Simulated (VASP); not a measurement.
# Which magnetic order does MnNi3 take?, part 3 of 4

Wanted: the lowest of several collinear orders of MnNi3. The start is a cell from a database of measured crystal structures.

VASP 6.6.1, plane waves and PAW; the level of theory is named at each step.

Still holding for the runs below: The k-mesh is coarse for a metal.

So far. Step 2 (Magnetic order, start order fm, signs ++++): The largest moment at the end is 3.82 μB, and the moments of the cell sum to 5.82 μB. Step 3 (Magnetic order, start order ferri 1, signs ++--): The largest moment at the end is 3.90 μB, and the moments of the cell sum to -3.96 μB.

### Step 4. Magnetic order, start order ferri 2, signs +++-

Level of this step: PBEsol, DFT+U (Mn d 2 eV, Ni d 5 eV), spin-polarised, from moments of both signs; plane waves and PAW (Ni, Mn) (VASP).

Input file INCAR:

```
SYSTEM = MnNi3
PREC = Accurate
ENCUT = 350
EDIFF = 1E-06
NELM = 150
ISMEAR = 0
SIGMA = 0.05
LREAL = .FALSE.
ALGO = Normal
GGA = PS
NBANDS = 32
ISPIN = 2
MAGMOM = 1 1 1 -4
LDAU = .TRUE.
LDAUTYPE = 2
LDAUL = 2 2
LDAUU = 5 2
LDAUJ = 0 0
LDAUPRINT = 1
LASPH = .TRUE.
LMAXMIX = 4
LORBIT = 11
LWAVE = .FALSE.
LCHARG = .FALSE.
KPAR = 2
AMIX = 0.2
BMIX = 1E-04
AMIX_MAG = 0.8
BMIX_MAG = 1E-04
```

Input file POSCAR:

```
MnNi3
1.0
    3.5930000000      0.0000000000      0.0000000000
    0.0000000000      3.5930000000      0.0000000000
    0.0000000000      0.0000000000      3.5930000000
Ni Mn
3 1
Direct
    0.5000000000      0.5000000000      0.0000000000
    0.5000000000      0.0000000000      0.5000000000
    0.0000000000      0.5000000000      0.5000000000
    0.0000000000      0.0000000000      0.0000000000
```

Input file KPOINTS:

```
Automatic mesh
0
Gamma
6 6 6
0 0 0
```

Potentials, in the order of the species: Ni and Mn (PBE family, release 64).

Started as:

```sh
$ mpirun -np 2 vasp_std
```

The log of the run:

```text
[... set-up lines as in an earlier step ...]
 entering main loop
       N       E                     dE             d eps       ncg     rms          rms(c)
DAV:   1     0.206967814171E+03    0.20697E+03   -0.12497E+04  2712   0.122E+03
DAV:   2    -0.534625195173E+01   -0.21231E+03   -0.19875E+03  2568   0.263E+02
DAV:   3    -0.203687399076E+02   -0.15022E+02   -0.14625E+02  3048   0.927E+01
DAV:   4    -0.205844384591E+02   -0.21570E+00   -0.21559E+00  2848   0.113E+01
[...]
DAV:  19    -0.174698318958E+02   -0.59264E-05   -0.21880E-05  3064   0.403E-02    0.719E-03
DAV:  20    -0.174698330088E+02   -0.11130E-05   -0.32766E-06  2328   0.188E-02    0.295E-03
DAV:  21    -0.174698332965E+02   -0.28775E-06   -0.48774E-07  1488   0.810E-03
   1 F= -.17469833E+02 E0= -.17467422E+02  d E =-.482220E-02  mag=    -3.2974
```

Elapsed: 29 s, on 2 MPI ranks of AMD EPYC 7R43, shared host; peak memory 0.26 GiB; 56 s of CPU time.

OUTCAR, selected parts (step 4):

```text
  Total       -4.3779394     -4.3779394     -4.3779394     -0.0000000     -0.0000000     -0.0000000
  in kB     -151.2198052   -151.2198052   -151.2198052     -0.0000000     -0.0000000     -0.0000000
  external PRESSURE =    -151.2198052 kB  Pullay stress =       0.0000000 kB

  FREE ENERGIE OF THE ION-ELECTRON SYSTEM (eV)
  ---------------------------------------------------
  free  energy   TOTEN  =       -17.4698332965 eV

  energy  without entropy=      -17.4650110929  energy(sigma->0) =      -17.46742219

 magnetization (x)
# of ion       s       p       d       tot
------------------------------------------
    1        0.016   0.008   0.252   0.276
    2        0.016   0.008   0.252   0.276
    3        0.016   0.008   0.252   0.276
    4       -0.022  -0.045  -3.915  -3.982
--------------------------------------------------
tot          0.026  -0.020  -3.159  -3.153

[... 3 parts as in an earlier step ...]

[... 1 further part left out ...]
[key lines of the parts left out:]
E-fermi :   7.4462
```

Spin moment in the PAW sphere by atom:

| atom | spin moment in the PAW sphere (μB) |
| --- | --- |
| Ni1 | 0.28 |
| Ni2 | 0.28 |
| Ni3 | 0.28 |
| Mn4 | -3.98 |

The largest moment at the end is 3.98 μB, and the moments of the cell sum to -3.30 μB.

### Step 5. Magnetic order, start order ferri 3, signs ++-+

INCAR: that of step 4 with these lines changed.

```diff
@@ -12,3 +12,3 @@
 ISPIN = 2
-MAGMOM = 1 1 1 -4
+MAGMOM = 1 1 -1 4
 LDAU = .TRUE.
```

POSCAR is that of step 4.

KPOINTS is that of step 4.

Started as:

```sh
$ mpirun -np 2 vasp_std
```

The log of the run:

```text
[... set-up lines as in an earlier step ...]
 entering main loop
       N       E                     dE             d eps       ncg     rms          rms(c)
DAV:   1     0.205172354539E+03    0.20517E+03   -0.12516E+04  5552   0.121E+03
DAV:   2    -0.578378110677E+01   -0.21096E+03   -0.19687E+03  5152   0.260E+02
DAV:   3    -0.204081165709E+02   -0.14624E+02   -0.14160E+02  5968   0.920E+01
DAV:   4    -0.206165446881E+02   -0.20843E+00   -0.20832E+00  5624   0.111E+01
[...]
DAV:  24    -0.180267088990E+02   -0.23593E-05   -0.54034E-06  5504   0.462E-02    0.455E-03
DAV:  25    -0.180267100913E+02   -0.11923E-05   -0.32924E-06  4384   0.262E-02    0.310E-03
DAV:  26    -0.180267106607E+02   -0.56950E-06   -0.16063E-06  3800   0.192E-02
   1 F= -.18026711E+02 E0= -.18025522E+02  d E =-.237699E-02  mag=     5.8240
```

Run time: 58 s. Hardware: 2 MPI ranks; peak memory 0.29 GiB; 1.9 min of CPU time.

From OUTCAR (step 5):

```text
  Total       -3.9188912     -3.9150209     -3.9150209      0.0000000     -0.0000000     -0.0000000
  in kB     -135.3636737   -135.2299908   -135.2299908      0.0000000     -0.0000000     -0.0000000
  external PRESSURE =    -135.2745517 kB  Pullay stress =       0.0000000 kB

  FREE ENERGIE OF THE ION-ELECTRON SYSTEM (eV)
  ---------------------------------------------------
  free  energy   TOTEN  =       -18.0267106607 eV

  energy  without entropy=      -18.0243336710  energy(sigma->0) =      -18.02552217

 magnetization (x)
# of ion       s       p       d       tot
------------------------------------------
    1       -0.035  -0.058   0.781   0.689
    2       -0.035  -0.058   0.781   0.689
    3       -0.035  -0.058   0.781   0.688
    4        0.019  -0.001   3.804   3.822
--------------------------------------------------
tot         -0.086  -0.174   6.148   5.887

[... 3 parts as in an earlier step ...]

[... 1 further part left out ...]
[key lines of the parts left out:]
E-fermi :   7.3826
```

Spin moment in the PAW sphere by atom:

```
atom  spin moment in the PAW sphere (μB)
 Ni1                                0.69
 Ni2                                0.69
 Ni3                                0.69
 Mn4                                3.82
```

The largest moment at the end is 3.82 μB, and the moments of the cell sum to 5.82 μB.

### Step 6. Side by side

Times are for 2 MPI ranks of AMD EPYC 7R43, shared host. The runs compared:

```csv
no.,start order,energy at zero smearing (eV),"moment of the cell, from the last line of the log (μB)",time,memory (GiB)
1,fm,-18.03,5.824,30 s,0.25
2,ferri 1,-17.54,-3.955,80 s,0.3
3,ferri 2,-17.47,-3.297,29 s,0.26
4,ferri 3,-18.03,5.824,58 s,0.29
```

### Step 7. No spin polarisation

This step: PBEsol, DFT+U (Mn d 2 eV, Ni d 5 eV), no spin polarisation; plane waves and PAW (Ni, Mn) (VASP 6.6.1).

A run without spin shows what magnetism as such gains.

INCAR: that of step 5 with these lines changed.

```diff
@@ -10,5 +10,3 @@
 GGA = PS
-NBANDS = 32
-ISPIN = 2
-MAGMOM = 1 1 -1 4
+NBANDS = 24
 LDAU = .TRUE.
```

POSCAR is that of step 5.

KPOINTS is that of step 5.

Started as:

```sh
$ mpirun -np 2 vasp_std
```

The log of the run:

```text
[... set-up lines as in an earlier step ...]
 entering main loop
       N       E                     dE             d eps       ncg     rms          rms(c)
DAV:   1     0.204189973689E+03    0.20419E+03   -0.13012E+04   992   0.159E+03
DAV:   2    -0.786642161926E+01   -0.21206E+03   -0.20655E+03   992   0.339E+02
DAV:   3    -0.202393048131E+02   -0.12373E+02   -0.12027E+02  1112   0.114E+02
DAV:   4    -0.204146674723E+02   -0.17536E+00   -0.17521E+00  1016   0.141E+01
DAV:   5    -0.204227135681E+02   -0.80461E-02   -0.80458E-02  1376   0.281E+00    0.240E+01
DAV:   6    -0.315171156431E+02   -0.11094E+02   -0.15469E+02  1512   0.110E+02    0.515E+01
DAV:   7    -0.147971225837E+02    0.16720E+02   -0.25606E+01  1472   0.125E+02    0.563E+00
DAV:   8    -0.148230085920E+02   -0.25886E-01   -0.19964E+00  1168   0.135E+01    0.330E+00
DAV:   9    -0.148249986527E+02   -0.19901E-02   -0.19214E-01  1352   0.530E+00    0.154E+00
DAV:  10    -0.148149565312E+02    0.10042E-01   -0.99161E-02  1096   0.458E+00    0.564E-01
DAV:  11    -0.148190502712E+02   -0.40937E-02   -0.54325E-03  1312   0.728E-01    0.394E-01
DAV:  12    -0.148229445306E+02   -0.38943E-02   -0.49201E-03  1560   0.842E-01    0.340E-01
DAV:  13    -0.148298446406E+02   -0.69001E-02   -0.38412E-02  1504   0.125E+00    0.428E-01
DAV:  14    -0.148321910808E+02   -0.23464E-02   -0.58916E-03  1232   0.525E-01    0.395E-01
DAV:  15    -0.148370783356E+02   -0.48873E-02   -0.51724E-02  1496   0.178E+00    0.314E-01
DAV:  16    -0.148381785298E+02   -0.11002E-02   -0.12537E-03  1016   0.476E-01    0.171E-01
DAV:  17    -0.148383122956E+02   -0.13377E-03   -0.41499E-02  1576   0.140E+00    0.182E-01
DAV:  18    -0.148393227143E+02   -0.10104E-02   -0.20952E-02  1448   0.109E+00    0.102E-01
DAV:  19    -0.148397528023E+02   -0.43009E-03   -0.48041E-04  1112   0.193E-01    0.709E-02
DAV:  20    -0.148398698030E+02   -0.11700E-03   -0.73249E-03  1552   0.509E-01    0.672E-02
DAV:  21    -0.148401278012E+02   -0.25800E-03   -0.65099E-04  1512   0.200E-01    0.170E-02
DAV:  22    -0.148400589761E+02    0.68825E-04   -0.59480E-04  1448   0.197E-01    0.365E-02
DAV:  23    -0.148401282955E+02   -0.69319E-04   -0.41146E-04  1472   0.144E-01    0.180E-02
DAV:  24    -0.148401309988E+02   -0.27033E-05   -0.75847E-06  1112   0.286E-02    0.104E-02
DAV:  25    -0.148401309832E+02    0.15579E-07   -0.14349E-06   504   0.144E-02
   1 F= -.14840131E+02 E0= -.14837272E+02  d E =-.571868E-02
```

The job ended after 15 s (2 MPI ranks; peak memory 0.22 GiB).

OUTCAR, selected parts (step 7):

```text
   k-points           NKPTS =     20   k-points in BZ     NKDIM =     20   number of bands    NBANDS=     24

   NELECT =      37.0000    total number of electrons

atom =   1  type =  1  l = 2

 onsite density matrix

spin component  1

  0.8149  0.0000  0.0000 -0.0000  0.0000
  0.0000  0.8724 -0.0000  0.0000 -0.0000
  0.0000 -0.0000  0.8691 -0.0000  0.0000
 -0.0000  0.0000 -0.0000  0.8724 -0.0000
  0.0000 -0.0000  0.0000 -0.0000  0.8546

spin component  2

 occupancies and eigenvectors

  o =  0.8149  v =  1.0000  0.0000  0.0000  0.0000  0.0000  0.0000  0.0000  0.0000  0.0000  0.0000      0.0000  0.0000  0.0000  0.0000  0.0000  0.0000  0.0000  0.0000  0.0000  0.0000
  o =  0.8149  v =  0.0000  0.0000  0.0000  0.0000  0.0000  1.0000  0.0000  0.0000  0.0000  0.0000      0.0000  0.0000  0.0000  0.0000  0.0000  0.0000  0.0000  0.0000  0.0000  0.0000
  o =  0.8546  v =  0.0000 -0.0000 -0.0000  0.0000  1.0000  0.0000  0.0000  0.0000  0.0000  0.0000      0.0000  0.0000  0.0000  0.0000  0.0000  0.0000  0.0000  0.0000  0.0000  0.0000
  o =  0.8546  v =  0.0000  0.0000  0.0000  0.0000  0.0000  0.0000 -0.0000 -0.0000  0.0000  1.0000      0.0000  0.0000  0.0000  0.0000  0.0000  0.0000  0.0000  0.0000  0.0000  0.0000
  o =  0.8691  v =  0.0000  0.0000 -1.0000  0.0000 -0.0000  0.0000  0.0000  0.0000  0.0000  0.0000      0.0000  0.0000  0.0000  0.0000  0.0000  0.0000  0.0000  0.0000  0.0000  0.0000
  o =  0.8691  v =  0.0000  0.0000  0.0000  0.0000  0.0000  0.0000  0.0000 -1.0000  0.0000 -0.0000      0.0000  0.0000  0.0000  0.0000  0.0000  0.0000  0.0000  0.0000  0.0000  0.0000
  o =  0.8724  v =  0.0000 -0.9975 -0.0000  0.0713 -0.0000  0.0000  0.0000  0.0000  0.0000  0.0000      0.0000  0.0000  0.0000  0.0000  0.0000  0.0000  0.0000  0.0000  0.0000  0.0000
  o =  0.8724  v =  0.0000  0.0000  0.0000  0.0000  0.0000  0.0000 -0.9975 -0.0000  0.0713 -0.0000      0.0000  0.0000  0.0000  0.0000  0.0000  0.0000  0.0000  0.0000  0.0000  0.0000
  o =  0.8724  v =  0.0000  0.0000  0.0000  0.0000  0.0000  0.0000  0.0713  0.0000  0.9975 -0.0000      0.0000  0.0000  0.0000  0.0000  0.0000  0.0000  0.0000  0.0000  0.0000  0.0000
  o =  0.8724  v =  0.0000  0.0713  0.0000  0.9975 -0.0000  0.0000  0.0000  0.0000  0.0000  0.0000      0.0000  0.0000  0.0000  0.0000  0.0000  0.0000  0.0000  0.0000  0.0000  0.0000

atom =   2  type =  1  l = 2

 onsite density matrix

spin component  1

  0.8724  0.0000 -0.0000 -0.0000  0.0000
  0.0000  0.8724 -0.0000  0.0000  0.0000
 -0.0000 -0.0000  0.8582  0.0000  0.0063
 -0.0000  0.0000  0.0000  0.8149  0.0000
  0.0000  0.0000  0.0063  0.0000  0.8654

spin component  2

 occupancies and eigenvectors

  o =  0.8149  v =  0.0000 -0.0000 -0.0000 -1.0000  0.0000  0.0000  0.0000  0.0000  0.0000  0.0000      0.0000  0.0000  0.0000  0.0000  0.0000  0.0000  0.0000  0.0000  0.0000  0.0000
  o =  0.8149  v =  0.0000  0.0000  0.0000  0.0000  0.0000  0.0000 -0.0000 -0.0000 -1.0000  0.0000      0.0000  0.0000  0.0000  0.0000  0.0000  0.0000  0.0000  0.0000  0.0000  0.0000
  o =  0.8546  v =  0.0000  0.0000  0.0000  0.0000  0.0000  0.0000  0.0000  0.8660 -0.0000 -0.5000      0.0000  0.0000  0.0000  0.0000  0.0000  0.0000  0.0000  0.0000  0.0000  0.0000
  o =  0.8546  v =  0.0000  0.0000  0.8660 -0.0000 -0.5000  0.0000  0.0000  0.0000  0.0000  0.0000      0.0000  0.0000  0.0000  0.0000  0.0000  0.0000  0.0000  0.0000  0.0000  0.0000
  o =  0.8691  v =  0.0000  0.0000  0.5000 -0.0000  0.8660  0.0000  0.0000  0.0000  0.0000  0.0000      0.0000  0.0000  0.0000  0.0000  0.0000  0.0000  0.0000  0.0000  0.0000  0.0000
  o =  0.8691  v =  0.0000  0.0000  0.0000  0.0000  0.0000  0.0000  0.0000  0.5000 -0.0000  0.8660      0.0000  0.0000  0.0000  0.0000  0.0000  0.0000  0.0000  0.0000  0.0000  0.0000
  o =  0.8724  v =  1.0000  0.0000  0.0000  0.0000  0.0000  0.0000  0.0000  0.0000  0.0000  0.0000      0.0000  0.0000  0.0000  0.0000  0.0000  0.0000  0.0000  0.0000  0.0000  0.0000
[...]
o =  0.8691  v =  0.0000  0.0000  0.0000  0.0000  0.0000  0.0000  0.0000 -0.5000 -0.0000  0.8660      0.0000  0.0000  0.0000  0.0000  0.0000  0.0000  0.0000  0.0000  0.0000  0.0000
  o =  0.8691  v =  0.0000  0.0000 -0.5000 -0.0000  0.8660  0.0000  0.0000  0.0000  0.0000  0.0000      0.0000  0.0000  0.0000  0.0000  0.0000  0.0000  0.0000  0.0000  0.0000  0.0000
  o =  0.8724  v =  1.0000  0.0000  0.0000  0.0000  0.0000  0.0000  0.0000  0.0000  0.0000  0.0000      0.0000  0.0000  0.0000  0.0000  0.0000  0.0000  0.0000  0.0000  0.0000  0.0000
  o =  0.8724  v =  0.0000  0.0000  0.0000  0.0000  0.0000  1.0000  0.0000  0.0000  0.0000  0.0000      0.0000  0.0000  0.0000  0.0000  0.0000  0.0000  0.0000  0.0000  0.0000  0.0000
  o =  0.8724  v =  0.0000 -0.0000  0.0000 -1.0000 -0.0000  0.0000  0.0000  0.0000  0.0000  0.0000      0.0000  0.0000  0.0000  0.0000  0.0000  0.0000  0.0000  0.0000  0.0000  0.0000
  o =  0.8724  v =  0.0000  0.0000  0.0000  0.0000  0.0000  0.0000 -0.0000  0.0000 -1.0000 -0.0000      0.0000  0.0000  0.0000  0.0000  0.0000  0.0000  0.0000  0.0000  0.0000  0.0000

atom =   4  type =  2  l = 2

 onsite density matrix

spin component  1

  0.6190 -0.0000  0.0000 -0.0000  0.0000
 -0.0000  0.6190  0.0000 -0.0000  0.0000
  0.0000  0.0000  0.3203  0.0000  0.0000
 -0.0000 -0.0000  0.0000  0.6190 -0.0000
  0.0000  0.0000  0.0000 -0.0000  0.3203

spin component  2

 occupancies and eigenvectors

  o =  0.3203  v =  0.0000  0.0000  1.0000  0.0000 -0.0003  0.0000  0.0000  0.0000  0.0000  0.0000      0.0000  0.0000  0.0000  0.0000  0.0000  0.0000  0.0000  0.0000  0.0000  0.0000
  o =  0.3203  v =  0.0000  0.0000  0.0000  0.0000  0.0000  0.0000  0.0000  1.0000  0.0000 -0.0003      0.0000  0.0000  0.0000  0.0000  0.0000  0.0000  0.0000  0.0000  0.0000  0.0000
  o =  0.3203  v =  0.0000 -0.0000  0.0003 -0.0000  1.0000  0.0000  0.0000  0.0000  0.0000  0.0000      0.0000  0.0000  0.0000  0.0000  0.0000  0.0000  0.0000  0.0000  0.0000  0.0000
  o =  0.3203  v =  0.0000  0.0000  0.0000  0.0000  0.0000  0.0000 -0.0000  0.0003 -0.0000  1.0000      0.0000  0.0000  0.0000  0.0000  0.0000  0.0000  0.0000  0.0000  0.0000  0.0000
  o =  0.6190  v =  0.0000  0.0000  0.0000  0.0000  0.0000  1.0000  0.0000  0.0000  0.0000  0.0000      0.0000  0.0000  0.0000  0.0000  0.0000  0.0000  0.0000  0.0000  0.0000  0.0000
  o =  0.6190  v =  1.0000  0.0000  0.0000  0.0000  0.0000  0.0000  0.0000  0.0000  0.0000  0.0000      0.0000  0.0000  0.0000  0.0000  0.0000  0.0000  0.0000  0.0000  0.0000  0.0000
  o =  0.6190  v =  0.0000  0.5852 -0.0000  0.8109  0.0000  0.0000  0.0000  0.0000  0.0000  0.0000      0.0000  0.0000  0.0000  0.0000  0.0000  0.0000  0.0000  0.0000  0.0000  0.0000
  o =  0.6190  v =  0.0000  0.0000  0.0000  0.0000  0.0000  0.0000  0.5852 -0.0000  0.8109  0.0000      0.0000  0.0000  0.0000  0.0000  0.0000  0.0000  0.0000  0.0000  0.0000  0.0000
  o =  0.6190  v =  0.0000  0.0000  0.0000  0.0000  0.0000  0.0000  0.8109 -0.0000 -0.5852  0.0000      0.0000  0.0000  0.0000  0.0000  0.0000  0.0000  0.0000  0.0000  0.0000  0.0000
  o =  0.6190  v =  0.0000  0.8109 -0.0000 -0.5852  0.0000  0.0000  0.0000  0.0000  0.0000  0.0000      0.0000  0.0000  0.0000  0.0000  0.0000  0.0000  0.0000  0.0000  0.0000  0.0000

 E-fermi :   7.1869

 k-point     1 :       0.0000    0.0000    0.0000
  band No.  band energies     occupation
    ...
     12       6.1906      2.00000
     13       6.5544      2.00000
     14       6.8739      2.00000
     15       6.8739      2.00000
     16       6.8739      2.00000
     17       7.7514      0.00000
     18       7.7514      0.00000
     19       7.8735      0.00000
     20       7.8735      0.00000
     21       7.8735      0.00000
    ...

 k-point     2 :       0.1667    0.0000    0.0000
  band No.  band energies     occupation
    ...
     12       6.2217      2.00000
     13       6.4406      2.00000
     14       6.4432      2.00000
     15       6.4432      2.00000
     16       6.8745      2.00000
     17       7.4374      0.00000
     18       7.4374      0.00000
     19       7.5517      0.00000
     20       7.6519      0.00000
     21       7.8682      0.00000
    ...

  Total       -8.6508347     -8.6508347     -8.6508347     -0.0000000      0.0000000     -0.0000000
  in kB     -298.8112490   -298.8112490   -298.8112490     -0.0000000      0.0000000     -0.0000000
  external PRESSURE =    -298.8112490 kB  Pullay stress =       0.0000000 kB

  FREE ENERGIE OF THE ION-ELECTRON SYSTEM (eV)
  ---------------------------------------------------
  free  energy   TOTEN  =       -14.8401309832 eV

  energy  without entropy=      -14.8344123028  energy(sigma->0) =      -14.83727164

[... 8 parts as in an earlier step ...]

[... 8 further parts left out ...]
```

This run has no spin polarisation, so a moment on Ni and Mn, if there is one, isn't seen. Its electron count is odd, so without a moment it is a metal by construction. A U on the itinerant d states of such a compound is hard to justify; it moves the bands at the Fermi level.

This step gave:

| Item | Value |
| --- | --- |
| electronic cycles | 25 |
| free energy (TOTEN) | -14.84 eV |
| energy at zero smearing | -14.84 eV |
| Fermi energy | 7.187 eV |

Energy at zero smearing: -14.83727 eV.

### Step 8. Summary

This step: collinear magnetic orders, PBEsol, DFT+U (Mn d 2 eV, Ni d 5 eV); plane waves and PAW (VASP 6.6.1).

Derived from the runs above.

This step gave:

```yaml
mean_moment_in_the_lowest_run: 1.472 μB
```

Orders, by row:

```
  order  signs  energy above the lowest (meV/magnetic atom)  total moment (μB)  mean moment on carriers (μB)  gap on the mesh (eV)  signs at the end, of the atoms given a moment
     fm   ++++                                            0              5.824                         1.472                     0                                           ++++
ferri 1   ++--                                        122.3             -3.955                         1.248                     0                                           ++--
ferri 2   +++-                                        139.5             -3.298                         1.202                     0                                           +++-
ferri 3   ++-+                                            0              5.824                         1.472                     0                                           ++++
     nm                                               797.1                  0                             0                     0                                              -
```

(Continued in part 4 of 4.)

[Lines on the potential files, build, host, timing and source positions are cut from VASP's logs without a mark.]

[Logs are printed without paths, hosts, clocks, repeated set-up lines and the standing remarks that a program may print on its own settings, such as how far it seeks lower states.]

[Hosts, paths, dates, database ids (printed as entryN), source tags and the programs' standing remarks are cut or masked in the printed files.]

[In band tables of VASP the shares of atoms and orbitals are scaled to a sum of 1 inside the atoms' spheres.]

[Runs that stopped without an error message from VASP are left out.]
